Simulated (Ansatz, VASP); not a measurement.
# Cross-check of ZnO (zincite) between VASP and Ansatz

Aim: how closely do two programs agree when they are given the same cell, functional and k mesh? The cell is taken from a series of runs on this material, whose earlier steps may have relaxed, scaled, displaced or heated it; both programs get it as it stands.

Main program and level: Ansatz 0.2.0; plane waves, with VASP 6.6.1 beside it; zone-centre phonons at r2SCAN.

## Step 1: The starting structure

The structure is hexagonal, space group P6_3mc (No. 186). The conventional cell has a = 3.235 Å, b = 3.235 Å, c = 5.212 Å, α = 90.00°, β = 90.00°, γ = 120.00°. Nearest to Zn lie 4 O at 1.97 to 1.98 Å. Nearest to O lie 4 Zn at 1.97 to 1.98 Å. Farther neighbours and most contacts between anions are not listed.

## Step 2: Ansatz: zone-centre phonons, r2SCAN

Ansatz runs on its default PAW (the set named soft_2) files.

Second derivatives magnify differences that forces hide, and they need a tight electronic threshold.

input.yaml

```yaml
crystal:
  lattice:
    - [3.2351622687, 0.0, 0.0]
    - [-1.6175811344, 2.8017327101, 0.0]
    - [0.0, 0.0, 5.2115293225]
  atoms:
    - { symbol: Zn, position: [0.3333333333, 0.6666666667, 0.499699969] }
    - { symbol: Zn, position: [0.6666666667, 0.3333333333, -0.000300031] }
    - { symbol: O, position: [0.6666666667, 0.3333333333, 0.379310031] }
    - { symbol: O, position: [0.3333333333, 0.6666666667, 0.879310031] }
kpoints:
  mp_grid: { grid: [9, 9, 6] }
hamiltonian:
  xc: r2scan
scf:
  occupations: { method: fixed }
output:
  eigenvalues: true
phonons:
  method: dfpt
  dielectric: true
  rigid_motions: translations
```

Started as:

```bash
$ ansatz run input.yaml --threads 4 --pin off --max-ram 8192MiB --backend cpu --events-out ev --progress --plain --runs-dir out
```

Numbers of over 12 decimals in the logs are rounded to 6 here.

Output:

```text
Engine: ansatz 0.2.0, x86_64-unknown-linux-gnu
Pseudopotentials: kind: paw
Pseudopotential: Zn, paw, valence charge 12, recommended cutoff 500 eV (meta_gga), Zn.paw.azcp
Pseudopotential: O, paw, valence charge 6, recommended cutoff 500 eV (meta_gga), O.paw.azcp
Functional definition: r2SCAN
  parameter k0 = 0.174
  parameter k1 = 0.065
  parameter a1 = 4.9479
  exchange = r2scan_x(k0 = k0, k1 = k1, a1 = a1)
  correlation = r2scan_c
Crystal: 4 atoms, lattice volume = 47.238 Å³
Basis set: ecut = 500 eV, 1165 PW (Γ), exchange–correlation on 144×144×240 points (216 copies of the dense FFT grid, shifted against one another)
Bands: 22, of which v1, the nominal top of the filled ones, is band 18 counted from 1 (17 counted from 0)
Symmetry: 12 space group operations
k-points: 140 of 486 (irreducible under 2 space group operations, time reversal used)
Non-local potential: Zn, projectors of the file, l = 0: 2, l = 1: 2, l = 2: 3, l = 3: 1
Non-local potential: O, projectors of the file, l = 0: 2, l = 1: 2, l = 2: 1
PAW form: soft (Blöchl's): semilocal exchange-correlation on the pseudo side does not see the compensation charge
PAW frozen core: Zn, regenerated for the run's functional (the file was generated under x = pbe(κ = 0.804, μ = 0.219515), c = pbe(β = 0.066725))
PAW frozen core: O, regenerated for the run's functional (the file was generated under x = pbe(κ = 0.804, μ = 0.219515), c = pbe(β = 0.066725))
PAW one-centre angular grid: Zn, 590 points (default); XC on 261 of its mesh's 2673 points in the sphere
PAW one-centre angular grid: O, 302 points (default); XC on 160 Gauss nodes
Initial density: superposition of atomic densities (neutral atoms: chi_scale 0, normalization atom), corrected by the library's trained network
Initial wavefunctions: pseudopotential atomic-orbital guess
Functional: x = r2scan, c = r2scan; τ floored in thin density (d = 2e-4 eV/Å³)
SCF iter   1: F=—  HF=-7789.832349 eV  |F-HF|=—  |Δ(HF+E_count)|=         —  Δρ=2.03e-2  dr2=9.46e-2  dr2_τ=1.00e-1  ethr=1.77e-3  ⟨swp⟩=4.9  Hψ=12073  notcnv=0  defer=264
preconditioner: auto → Resta (q_TF=auto, 2.608 Å⁻¹)  ε∞=6.6  [insulator: Δε(μ)=1.381 eV  Ē_g=13.718 eV  n_scr=22 (ndim 8)  ℏωp=32.4 eV  f_vac=0.033  ε∞_Penn≈6.6]
SCF iter   2: F=—  HF=-7789.856848 eV  |F-HF|=—  |Δ(HF+E_count)|=   2.45e-2  Δρ=4.96e-3  dr2=9.43e-3  dr2_τ=6.74e-4  ethr=2.63e-4  ⟨swp⟩=2.2  Hψ=6787  notcnv=0  defer=258
SCF iter   3: F=—  HF=-7789.854250 eV  |F-HF|=—  |Δ(HF+E_count)|=   2.60e-3  Δρ=4.78e-3  dr2=5.40e-3  dr2_τ=2.13e-4  ethr=2.62e-5  ⟨swp⟩=2.0  Hψ=5604  notcnv=0  defer=276
SCF iter   4: F=—  HF=-7789.853057 eV  |F-HF|=—  |Δ(HF+E_count)|=   1.19e-3  Δρ=5.55e-4  dr2=1.15e-4  dr2_τ=2.67e-5  ethr=1.50e-5  ⟨swp⟩=3.0  Hψ=5560  notcnv=0  defer=277
SCF iter   5: F=—  HF=-7789.853134 eV  |F-HF|=—  |Δ(HF+E_count)|=   7.68e-5  Δρ=2.94e-4  dr2=2.39e-5  dr2_τ=2.02e-6  ethr=3.20e-7  ⟨swp⟩=2.4  Hψ=5296  notcnv=0  defer=154
SCF iter   6: F=—  HF=-7789.853157 eV  |F-HF|=—  |Δ(HF+E_count)|=   2.27e-5  Δρ=4.46e-5  dr2=1.04e-6  dr2_τ=1.56e-8  ethr=6.64e-8  ⟨swp⟩=2.0  Hψ=4926  notcnv=0
SCF iter   7: F=—  HF=-7789.853157 eV  |F-HF|=—  |Δ(HF+E_count)|=   4.76e-7  Δρ=1.62e-5  dr2=1.06e-7  dr2_τ=6.82e-9  ethr=2.89e-9  ⟨swp⟩=2.0  Hψ=5331  notcnv=0
SCF iter   8: F=—  HF=-7789.853158 eV  |F-HF|=—  |Δ(HF+E_count)|=   2.39e-8  Δρ=1.01e-5  dr2=4.58e-8  dr2_τ=3.63e-9  ethr=2.95e-10  ⟨swp⟩=2.0  Hψ=5600  notcnv=0
SCF iter   9: F=—  HF=-7789.853158 eV  |F-HF|=—  |Δ(HF+E_count)|=   1.01e-8  Δρ=2.07e-6  dr2=1.84e-9  dr2_τ=7.63e-11  ethr=1.27e-10  ⟨swp⟩=2.4  Hψ=4478  notcnv=0
SCF iter  10: F=—  HF=-7789.853158 eV  |F-HF|=—  |Δ(HF+E_count)|=  3.32e-10  Δρ=7.77e-7  dr2=2.37e-10  dr2_τ=8.95e-12  ethr=5.10e-12  ⟨swp⟩=2.2  Hψ=5488  notcnv=0
SCF iter  11: F=-7789.853158 eV  HF=-7789.853158 eV  |F-HF|=3.64e-12  |Δ(HF+E_count)|=  6.00e-11  Δρ=5.95e-8  dr2=1.57e-12  dr2_τ=5.14e-14  ethr=1.00e-12  ⟨swp⟩=7.0  Hψ=16920  notcnv=0
SCF 1 converged in 11 iterations: F = -7789.853158 eV  dr2 = 1.57e-12
  greatest PAW one-centre occupation: 0.987 electrons in one spin orbital (limit 2), on the Zn atom at site 0 (counted from 0), in its partial waves of l = 2
NSCF: frozen V_eff on 4 k-points
DFPT response loops at Γ: preconditioner auto → Resta (q_TF=auto, 2.608 Å⁻¹)  ε∞=7.0 (no band partly filled); β = 1.00, the filter's whole step (`scf.mixing.beta` (0.50) is not read by the response loops at its default; to damp them type it under 1.00, their step now; it binds the ground state too); Broyden in place of MSR1
── the response to a field inside a basis, on 14×14×8 k-points: an SCF that follows is theirs, and a resumed run solves both again ──
Bands: 19, of which v1, the nominal top of the filled ones, is band 18 counted from 1 (17 counted from 0)
k-points: 224 of 1568 (irreducible under 4 space group operations, time reversal used)
Initial density: handed on by an earlier stage of this run
Initial wavefunctions: pseudopotential atomic-orbital guess (no wavefunctions were taken with the density)
Eigensolver: Dense (224 Hₖ)
SCF iter   1: F=—  HF=-7789.848669 eV  |F-HF|=—  |Δ(HF+E_count)|=         —  Δρ=1.40e-4  dr2=1.67e-6  dr2_τ=1.99e-6  ethr=1.00e-1
preconditioner: auto → Resta (q_TF=auto, 2.608 Å⁻¹)  ε∞=9.7  [insulator: Δε(μ)=1.469 eV  Ē_g=11.005 eV  n_scr=22 (ndim 8)  ℏωp=32.4 eV  f_vac=0.035  ε∞_Penn≈9.7]
SCF iter   2: F=—  HF=-7789.848674 eV  |F-HF|=—  |Δ(HF+E_count)|=   4.49e-6  Δρ=9.99e-5  dr2=1.72e-6  dr2_τ=3.72e-7  ethr=4.63e-9
SCF iter   3: F=—  HF=-7789.848675 eV  |F-HF|=—  |Δ(HF+E_count)|=   1.28e-6  Δρ=3.99e-5  dr2=2.09e-7  dr2_τ=8.94e-8  ethr=4.63e-9
SCF iter   4: F=-7789.848675 eV  HF=-7789.848675 eV  |F-HF|=7.77e-9  |Δ(HF+E_count)|=   3.70e-7  Δρ=6.55e-6  dr2=1.36e-8  dr2_τ=1.91e-9  ethr=5.81e-10
SCF 1 converged in 4 iterations: F = -7789.848675 eV  dr2 = 1.36e-8
DFPT response loops at Γ: preconditioner auto → Resta (q_TF=auto, 2.608 Å⁻¹)  ε∞=6.4 (no band partly filled); β = 1.00, the filter's whole step (`scf.mixing.beta` (0.50) is not read by the response loops at its default; to damp them type it under 1.00, their step now; it binds the ground state too); Broyden in place of MSR1
WARN: field response: ε∞ stands inside a basis, on 14×14×8 points; the force constants stand on the 9×9×6 k-mesh, whose period is 11.65 times the interband length at k = (0.0000, 0.0000, 0.0000), direct gap 1.238 eV, under 14: take them and everything formed from them as unconverged, and compare with a denser kpoints.mp_grid
SCF converged after 11 iterations
Free energy (F): -7789.853158 eV
Harris-Foulkes:  -7789.853158 eV  (|F-HF|=3.64e-12)
Internal energy: -7789.853158 eV  (E = F + TS)
E sigma→0 (E₀):  -7789.853158 eV
Fermi energy:    6.969181 eV
--- Per-component energies (eV) ---
  E_band       = 49.660037
  E_kinetic    = 612.816342
  E_local      = -4005.922664  (includes V_loc(G=0)·N_el)
  E_nonlocal   = 1342.600544
  E_hartree    = 1653.180572
  E_xc         = -392.762731
  E_vxc        = -315.764140  (∫ρ·V_xc dr)
  E_paw        = -4029.069771  (= ΣΔE_a)
  E_vpaw       = -909.579885  (= ΣTr[D̂ρ^β])
  E_aug_tail   = 0.001863  (compensation charges beyond the density's cutoff)
  E_vtau       = 19.146833  (kinetic-family band-sum trace: ∫τ·v_τ [+ j·A + Jᵃ·Aᵃ] dr)
  E_ewald      = -2970.268192
  E_core_change = -0.429119  (= ΣΔE_core)
  E_smearing   = -0.000000  (= −TS)
  E_closure    = 0.000000  (closes the sum)
  Σ components = -7789.853158   (vs F -7789.853158, Δ=0.00e0)
--- Band table (eV; the first three rows and the last of 140) ---
  k-point 0: bands = [... 14 lower, 6.1538, 6.8733, 6.9692, 6.9692, 8.2068, 12.8575, 15.8005, 20.7384]
  k-point 1: bands = [... 14 lower, 6.2097, 6.3727, 6.9160, 6.9160, 8.7992, 12.5844, 16.0438, 20.7393]
  k-point 2: bands = [... 14 lower, 6.3615, 6.3615, 6.7695, 6.7695, 9.8311, 11.8755, 16.7254, 19.2797]
  k-point 139: bands = [... 14 lower, 5.0045, 5.0045, 5.6418, 5.6418, 13.5440, 13.5440, 16.6507, 16.6507]
--- Phonons (Γ-DFPT): 4 representative perturbations + reference, on 140 of 486 k-points (Σ response iterations 31) ---
  k mesh reduced under 2 symmetry operations, with k and −k counted as one. Each operation leaves every solved perturbation unchanged. A smaller set is not considered because the functional reads the kinetic-energy density
  ASR residual: 2.728e-4 → 0.000e0 eV/Å²; symmetrization residual: 6.038e-6 eV/Å²
  ASR residual per site (eV/Å²): 2.73e-4 2.73e-4 1.18e-4 1.18e-4
  Γ frequencies (cm⁻¹): 0.00 0.00 0.00 92.07 92.07 258.93 375.70 397.70 397.70 429.54 429.54 544.01
  ε∞ (high-frequency dielectric tensor):
        4.350341    -0.000000     0.000000
       -0.000000     4.350341    -0.000000
        0.000000    -0.000000     4.412479
  ε⁰ (static dielectric tensor: ions relaxed, cell fixed):
        8.826054    -0.000000     0.000000
       -0.000000     8.826054     0.000000
        0.000000     0.000000     9.668994
  ε⁰ − ε∞ (ionic part):
        4.475714    -0.000000     0.000000
       -0.000000     4.475714     0.000000
        0.000000     0.000000     5.256515
  softest optical mode at Γ: 92.07 cm⁻¹; the repairs (sum rule, projections) moved no ω² at Γ by more than (1.80 cm⁻¹)²
  Born effective charges Z* (e; rows j = field, columns β = displacement):
    site 0:
         2.08986   -0.00000    0.00000
        -0.00000    2.08986   -0.00000
        -0.00000   -0.00000    2.13955
    site 1:
         2.08986   -0.00000    0.00000
        -0.00000    2.08986    0.00000
         0.00000    0.00000    2.13955
    site 2:
        -2.08986    0.00000   -0.00000
         0.00000   -2.08986   -0.00000
         0.00000    0.00000   -2.13955
    site 3:
        -2.08986    0.00000   -0.00000
         0.00000   -2.08986    0.00000
        -0.00000   -0.00000   -2.13955
  Z* charge neutrality: 1.604e-3 e pre-enforcement
  solved inside a basis spanned on kpoints, on 14×14×8 k-points, its susceptibility summed on 18×18×10: ε∞ is read to err by 1.7e-2, Z* by 1.5e-2 e (field_mesh: kpoints solves on kpoints); Z* is corrected for what the basis lacks
  optical modes at Γ without the LO–TO term, one row a degenerate level:
      ω (cm⁻¹)  modes    IR ((D/Å)²/amu)
         92.07      2             0.0000
        258.93      1             0.0000
        375.70      1            16.4329
[...]
optical modes at Γ + LO–TO along q̂ = [1.0000, 0.0000, 0.0000]:
      ω (cm⁻¹)  modes    IR ((D/Å)²/amu)
[...]
optical modes at Γ + LO–TO along q̂ = [0.0000, 1.0000, 0.0000]:
      ω (cm⁻¹)  modes    IR ((D/Å)²/amu)
[...]
544.01      1             0.0000
        566.47      1            15.6783
  optical modes at Γ + LO–TO along q̂ = [0.0000, 0.0000, 1.0000]:
      ω (cm⁻¹)  modes    IR ((D/Å)²/amu)
         92.07      2             0.0000
        258.93      1             0.0000
        397.70      2            31.3566
        429.54      2             0.0000
        544.01      1             0.0000
        556.15      1            16.4329
```

Reading the cycles: dr2 is the Hartree energy of the density residual (eV), the measure of convergence; HF is the Harris–Foulkes estimate of the energy, which meets the free energy F at convergence.

[end of part 1 of 2]

[Lines on the potential files, build, host, timing and source positions are cut from VASP's logs without a mark.]

[Logs are printed without paths, hosts, clocks, repeated set-up lines and the standing remarks that a program may print on its own settings, such as how far it seeks lower states.]

[Hosts, paths, dates, database ids (printed as entryN), source tags and the programs' standing remarks are cut or masked in the printed files.]
